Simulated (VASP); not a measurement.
# LiZnF3 (Pm-3m) in VASP: notebook

One crystal, LiZnF3, is run at these levels: PBE; tasks: single point, relaxation of cell and atoms.

Everything below comes from runs of VASP 6.6.1. Logs are shortened: lines on timing, memory, paths and dates and some standing lists are left out, and cuts for length are marked.

**1. The structure**

The structure is cubic, space group Pm-3m (No. 221). The conventional cell has a = 3.636 Å, b = 3.636 Å, c = 3.636 Å, α = 90.00°, β = 90.00°, γ = 90.00°. Around Li (site symmetry m-3m) lie 6 F at 1.82 Å. Zn (site symmetry m-3m) has 12 F at 2.57 Å as nearest neighbours. Around F (site symmetry 4/mmm) lie 2 Li at 1.82 Å.

The cell comes from a database or a generator and needn't be the stable form of this composition.

**2. Single point, PBE**

Contents of INCAR:

```
PREC = Accurate
ENCUT = 520
EDIFF = 1E-6
ISMEAR = 0
SIGMA = 0.02
LREAL = F
LASPH = T
NELM = 100
ALGO = Normal
ISIF = 2
LWAVE = F
LCHARG = F
GGA = PE
NBANDS = 26
```

Contents of KPOINTS:

```
Automatic mesh
0
Gamma
  8 8 8
```

Contents of POSCAR:

```
LiZnF3
1.0
    3.6358690033      0.0000000000      0.0000000000
    0.0000000000      3.6358690033      0.0000000000
    0.0000000000      0.0000000000      3.6358690033
Li Zn F
1 1 3
Direct
    0.5000000000      0.5000000000      0.5000000000
    0.0000000000      0.0000000000      0.0000000000
    0.0000000000      0.5000000000      0.5000000000
    0.5000000000      0.5000000000      0.0000000000
    0.5000000000      0.0000000000      0.5000000000
```

Potentials or basis: VASP PAW PBE potentials, release 64 (Li_sv, Zn, F).

Launch:

```bash
$ cat potpaw_PBE.64/Li_sv/POTCAR potpaw_PBE.64/Zn/POTCAR potpaw_PBE.64/F/POTCAR > POTCAR
$ mpirun -np 1 vasp_std > vasp.out
```

OUTCAR:

```text
PREC = Accurate
   ENCUT = 520
   EDIFF = 1E-6
   ISMEAR = 0
   LREAL = F
   LASPH = T
   NELM = 100
   ISIF = 2
   GGA = PE

 ion  position               nearest neighbor table
   1  0.500  0.500  0.500-   3 1.82   4 1.82   5 1.82   4 1.82   5 1.82   3 1.82
   2  0.000  0.000  0.000-
   3  0.000  0.500  0.500-   1 1.82   1 1.82
   4  0.500  0.500  0.000-   1 1.82   1 1.82
   5  0.500  0.000  0.500-   1 1.82   1 1.82

  LATTYP: Found a simple cubic cell.
 ALAT       =     3.6358690033

  Lattice vectors:

 A1 = (   3.6358690033,   0.0000000000,   0.0000000000)
 A2 = (   0.0000000000,   3.6358690033,   0.0000000000)
 A3 = (   0.0000000000,   0.0000000000,   3.6358690033)

Analysis of symmetry for initial positions (statically):
=====================================================================
 Subroutine PRICEL returns:
 Original cell was already a primitive cell.

 Routine SETGRP: Setting up the symmetry group for a
 simple cubic supercell.

 Subroutine GETGRP returns: Found 48 space group operations
 (whereof 48 operations were pure point group operations)
 out of a pool of 48 trial point group operations.

The static configuration has the point symmetry O_h .

Analysis of symmetry for dynamics (positions and initial velocities):
=====================================================================
 Subroutine PRICEL returns:
 Original cell was already a primitive cell.

 Routine SETGRP: Setting up the symmetry group for a
 simple cubic supercell.

 Subroutine GETGRP returns: Found 48 space group operations
 (whereof 48 operations were pure point group operations)
 out of a pool of 48 trial point group operations.

The dynamic configuration has the point symmetry O_h .

 Subroutine INISYM returns: Found 48 space group operations
 (whereof 48 operations are pure point group operations),
 and found     1 'primitive' translations

----------------------------------------------------------------------------------------

                                     Primitive cell

  volume of cell :      48.0645

  direct lattice vectors                    reciprocal lattice vectors
     3.635869003  0.000000000  0.000000000     0.275037412  0.000000000  0.000000000
     0.000000000  3.635869003  0.000000000     0.000000000  0.275037412  0.000000000
     0.000000000  0.000000000  3.635869003     0.000000000  0.000000000  0.275037412

  length of vectors
     3.635869003  3.635869003  3.635869003     0.275037412  0.275037412  0.275037412

  position of ions in fractional coordinates (direct lattice)
     0.500000000  0.500000000  0.500000000
     0.000000000  0.000000000  0.000000000
     0.000000000  0.500000000  0.500000000
     0.500000000  0.500000000  0.000000000
     0.500000000  0.000000000  0.500000000

  ion indices of the primitive-cell ions
   primitive index   ion index
                 1           1
                 2           2
                 3           3
                 4           4
                 5           5

----------------------------------------------------------------------------------------

 KPOINTS: Automatic mesh

Automatic generation of k-mesh.
 Grid dimensions read from file:
 generate k-points for:    8    8    8

 Generating k-lattice:

  Cartesian coordinates                     Fractional coordinates (reciprocal lattice)
     0.034379676  0.000000000  0.000000000     0.125000000  0.000000000  0.000000000
     0.000000000  0.034379676  0.000000000     0.000000000  0.125000000  0.000000000
     0.000000000  0.000000000  0.034379676     0.000000000  0.000000000  0.125000000

  Length of vectors
     0.034379676  0.034379676  0.034379676

  Shift w.r.t. Gamma in fractional coordinates (k-lattice)
     0.000000000  0.000000000  0.000000000

 Subroutine IBZKPT returns following result:
 ===========================================

 Found     35 irreducible k-points:

 Following reciprocal coordinates:
            Coordinates               Weight
  0.000000  0.000000  0.000000      1.000000
  0.125000  0.000000  0.000000      6.000000
  0.250000  0.000000  0.000000      6.000000
  0.375000  0.000000  0.000000      6.000000
  0.500000  0.000000  0.000000      3.000000
  0.125000  0.125000  0.000000     12.000000
[... 16 lines left out ...]
  0.375000  0.375000  0.125000     24.000000
  0.500000  0.375000  0.125000     24.000000
 [... further k-points ...]
   k-points           NKPTS =     35   k-points in BZ     NKDIM =     35   number of bands    NBANDS=     26
   number of dos      NEDOS =    301   number of ions     NIONS =      5
   total plane-waves  NPLWV =  21952
   dimension x,y,z NGX =    28 NGY =   28 NGZ =   28
   dimension x,y,z NGXF=    56 NGYF=   56 NGZF=   56
   ions per type =               1   1   3
   NGX,Y,Z   is equivalent  to a cutoff of  12.80, 12.80, 12.80 a.u.
   NGXF,Y,Z  is equivalent  to a cutoff of  25.61, 25.61, 25.61 a.u.
 SYSTEM =  unknown system
   PREC   = accura    normal or accurate (medium, high low for compatibility)
   ISTART =      0    job   : 0-new  1-cont  2-samecut
   ICHARG =      2    charge: 1-file 2-atom 10-const
   ISPIN  =      1    spin polarized calculation?
   LNONCOLLINEAR =      F non collinear calculations
   LSORBIT =      F    spin-orbit coupling
   LASPH  =      T    aspherical Exc in radial PAW
   ENCUT  =  520.0 eV  38.22 Ry    6.18 a.u.   6.76  6.76  6.76*2*pi/ulx,y,z
   NELM   =    100;   NELMIN=  2; NELMDL= -5     # of ELM steps
   EDIFF  = 0.1E-05   stopping-criterion for ELM
   LREAL  =      F    real-space projection
   EDIFFG = 0.1E-04   stopping-criterion for IOM
   NSW    =      0    number of steps for IOM
   IBRION =     -1    ionic relax: 0-MD 1-quasi-New 2-CG
   NFREE  =      0    steps in history (QN), initial steepest desc. (CG)
   ISIF   =      2    stress and relaxation
   ISYM   =      2    0-nonsym 1-usesym 2-fastsym
   POTIM  = 0.5000    time-step for ionic-motion
   TEBEG  =    0.0;   TEEND  =   0.0 temperature during run
   PSTRESS=    0.0 pullay stress
   NELECT =      36.0000    total number of electrons
   NUPDOWN=      -1.0000    fix difference up-down
   EMIN   =  10.00;   EMAX   =-10.00  energy-range for DOS
   EFERMI =   0.00;   METHOD = LEGACY
   ISMEAR =     0;   SIGMA  =   0.02  broadening in eV -4-tet -1-fermi 0-gaus
   EFERMI_NEDOS =   21; number of points for ismear=-14 and -15
   IALGO  =     38    algorithm
   IMIX   =      4    mixing-type and parameters
     AMIX     =   0.40;   BMIX     =  1.00
     AMIX_MAG =   1.60;   BMIX_MAG =  1.00
  volume/ion in A,a.u.               =       9.61        64.87
  Fermi-wavevector in a.u.,A,eV,Ry     =   1.486737  2.809525 30.074133  2.210386
  Thomas-Fermi vector in A             =   2.599986
   LORBIT       =      0    0 simple, 1 ext, 2 COOP (PROOUT), +10 PAW based schemes
   GGA     = PE    functional components
   LHFCALC =     F    Hartree Fock is set to
   AEXX    =    0.0000 exact exchange contribution
   IVDW    =     0    specifies the selected vdW correction
   LEPSILON=     F    determine dielectric tensor
   LRPA    =     F    only Hartree local field effects (RPA)
 non-spin polarized calculation
 Gauss-broadening in eV      SIGMA  =   0.02
  energy-cutoff  :      520.00
  volume of cell :       48.06
 maximum number of plane-waves:      1328
 NGX is ok and might be reduce to    28
   NGX = 13   NGY = 13   NGZ = 13

 number of electron      35.9999961 magnetization

 Free energy of the ion-electron system (eV)
  ---------------------------------------------------
  ext. energy  EPLUGINS =         0.00000000
  ---------------------------------------------------
  free energy    TOTEN  =       -18.67679480 eV

  energy without entropy =      -18.67679480  energy(sigma->0) =      -18.67679480

 E-fermi :  -0.3799     XC(G=0): -10.7765

 val. band max:       -0.4979314758   @ k =   0.5000   0.5000   0.0000
 cond. band min:       0.4126837571   @ k =   0.0000   0.0000   0.0000
 fundamental gap:      0.9106152329
 Fermi energy:        -0.3798932328

 k-point     1 :       0.0000    0.0000    0.0000
  band No.  band energies     occupation
      1     -40.4708      2.00000
      2     -21.2664      2.00000
      3     -20.0623      2.00000
      4     -20.0623      2.00000
      5      -5.2086      2.00000
      6      -5.2086      2.00000
[... 18 lines left out ...]
     25      17.7329      0.00000
     26      18.6625      0.00000

 k-point     2 :       0.1250    0.0000    0.0000
  band No.  band energies     occupation
      1     -40.4699      2.00000
      2     -21.2295      2.00000
      3     -20.1149      2.00000
      4     -20.0584      2.00000
      5      -5.2354      2.00000
      6      -5.1946      2.00000
[... 18 lines left out ...]
     25      18.0920      0.00000
     26      18.6172      0.00000

 k-point     3 :       0.2500    0.0000    0.0000
  band No.  band energies     occupation
      1     -40.4678      2.00000
      2     -21.1232      2.00000
      3     -20.2591      2.00000
      4     -20.0491      2.00000
      5      -5.2998      2.00000
      6      -5.2795      2.00000
[... 18 lines left out ...]
     25      18.5385      0.00000
     26      18.5430      0.00000

 k-point     4 :       0.3750    0.0000    0.0000
  band No.  band energies     occupation
      1     -40.4657      2.00000
      2     -20.9654      2.00000
      3     -20.4541      2.00000
      4     -20.0399      2.00000
      5      -5.3654      2.00000
      6      -5.3654      2.00000
[... 18 lines left out ...]
     25      18.4833      0.00000
     26      18.4833      0.00000
[... 496 lines left out ...]
      1     -40.4610      2.00000
      2     -20.7318      2.00000
      3     -20.5608      2.00000
      4     -20.2053      2.00000
      5      -5.3909      2.00000
      6      -5.3461      2.00000
[... 18 lines left out ...]
     25      17.8253      0.00000
     26      18.2306      0.00000

 k-point    23 :       0.3750    0.3750    0.1250
  band No.  band energies     occupation
      1     -40.4598      2.00000
      2     -20.7297      2.00000
      3     -20.4708      2.00000
      4     -20.3052      2.00000
      5      -5.4449      2.00000
      6      -5.3094      2.00000
[... 18 lines left out ...]
     25      17.3989      0.00000
     26      18.7411      0.00000

 k-point    24 :       0.5000    0.3750    0.1250
  band No.  band energies     occupation
      1     -40.4590      2.00000
      2     -20.6310      2.00000
      3     -20.5441      2.00000
      4     -20.3372      2.00000
      5      -5.4765      2.00000
      6      -5.3110      2.00000
[... 18 lines left out ...]
     25      17.2122      0.00000
     26      18.8492      0.00000

 [... further k-points ...]

------------------------ aborting loop because EDIFF is reached ----------------------------------------

  FORCE on cell =-STRESS in cart. coord.  units (eV):
  Direction    XX          YY          ZZ          XY          YZ          ZX
  --------------------------------------------------------------------------------------
  -------------------------------------------------------------------------------------
  Total       -0.0808832     -0.0808832     -0.0808832      0.0000000     -0.0000000      0.0000000
  in kB       -2.6961520     -2.6961520     -2.6961520      0.0000000     -0.0000000      0.0000000
  external PRESSURE =      -2.6961520 kB  Pullay stress =       0.0000000 kB

 VOLUME and BASIS-vectors are now :
 -----------------------------------------------------------------------------
  energy-cutoff  :      520.00
  volume of cell :       48.06
      direct lattice vectors                 reciprocal lattice vectors
     3.635869003  0.000000000  0.000000000     0.275037412  0.000000000  0.000000000
     0.000000000  3.635869003  0.000000000     0.000000000  0.275037412  0.000000000
     0.000000000  0.000000000  3.635869003     0.000000000  0.000000000  0.275037412

 POSITION                                       TOTAL-FORCE (eV/Angst)
 -----------------------------------------------------------------------------------
      1.81793      1.81793      1.81793         0.000000      0.000000      0.000000
      0.00000      0.00000      0.00000         0.000000      0.000000      0.000000
      0.00000      1.81793      1.81793         0.000000      0.000000      0.000000
      1.81793      1.81793      0.00000         0.000000      0.000000      0.000000
      1.81793      0.00000      1.81793         0.000000      0.000000      0.000000
 -----------------------------------------------------------------------------------
    total drift:                                0.000000      0.000000      0.000000

  FREE ENERGIE OF THE ION-ELECTRON SYSTEM (eV)
  ---------------------------------------------------
  free  energy   TOTEN  =       -18.6767947993 eV

  energy  without entropy=      -18.6767947993  energy(sigma->0) =      -18.67679480
```

It took 16 s on 1 thread of Intel Xeon 6975P-C (Granite Rapids), shared host; peak memory 0.18 GiB.

What came out:

* Free energy: -18.6768 eV
* Band gap on the k mesh: 0.91 eV, indirect (least direct gap 1.22 eV)

Caveat: the cutoff is under 1.25 times the usual one of these potentials, so pressure, stress and relaxed cells hold a basis-set (Pulay) error.

**3. Relaxation of cell and atoms, PBE**

Contents of INCAR:

```
PREC = Accurate
ENCUT = 600
EDIFF = 1E-6
ISMEAR = 0
SIGMA = 0.02
LREAL = False
LASPH = True
NELM = 100
ALGO = Normal
ISIF = 3
LWAVE = False
LCHARG = False
GGA = PE
IBRION = 2
NSW = 100
EDIFFG = -0.005
```

KPOINTS is that of step 2.

Changes to POSCAR since step 2:

```diff
@@ -2,5 +2,5 @@
 1.0
-    3.6358690033      0.0000000000      0.0000000000
-    0.0000000000      3.6358690033      0.0000000000
-    0.0000000000      0.0000000000      3.6358690033
+    3.6340846890      0.0000000000      0.0000000000
+    0.0000000000      3.6340846890      0.0000000000
+    0.0000000000      0.0000000000      3.6340846890
 Li Zn F
```

Potentials or basis: VASP PAW PBE potentials, release 64 (Li_sv, Zn, F).

Launch:

```bash
$ cat potpaw_PBE.64/Li_sv/POTCAR potpaw_PBE.64/Zn/POTCAR potpaw_PBE.64/F/POTCAR > POTCAR
$ mpirun -np 1 vasp_std > vasp.out
```

Wall time 26 s (1 thread of Intel Xeon 6975P-C (Granite Rapids), shared host); peak memory 0.19 GiB.

It converged, with:

* Free energy: -18.6833 eV
* Relaxed volume: 9.59 Å³/atom
* Relaxed cell: a = 3.632 Å, b = 3.632 Å, c = 3.632 Å, α = 90.00°, β = 90.00°, γ = 90.00°
* Space group after relaxing (to 0.05 Å): Pm-3m (No. 221)
* Energy gained by relaxing: 0.0 meV/atom
* Ionic steps: 2
* Pressure after relaxing: 0.0 GPa
* Band gap on the k mesh: 0.92 eV, indirect (least direct gap 1.23 eV)

Final structure:
```
CELL_PARAMETERS angstrom
3.63238 0.00000 0.00000
0.00000 3.63238 0.00000
0.00000 0.00000 3.63238
ATOMIC_POSITIONS crystal
Li 0.50000 0.50000 0.50000
Zn 0.00000 0.00000 0.00000
F 0.00000 0.50000 0.50000
F 0.50000 0.50000 0.00000
F 0.50000 0.00000 0.50000
```

Levels at points of the mesh, in eV from the valence-band top:
| k point | band 16 | band 17 | band 18 | band 19 | band 20 | band 21 |
| --- | --- | --- | --- | --- | --- | --- |
| (0.00, 0.00, 0.00) | -0.31 | -0.31 | -0.31 | 0.92 | 12.59 | 12.59 |
| (0.50, 0.00, 0.00) | -1.02 | -0.38 | -0.38 | 4.28 | 7.23 | 11.58 |
| (0.50, 0.50, 0.00) | -1.16 | -0.23 | 0.00 | 4.59 | 9.03 | 9.03 |
| (0.50, 0.50, 0.50) | -0.04 | -0.04 | -0.04 | 2.65 | 10.75 | 10.75 |

Caveat: the cutoff is under 1.25 times the usual one of these potentials, so pressure, stress and relaxed cells hold a basis-set (Pulay) error.
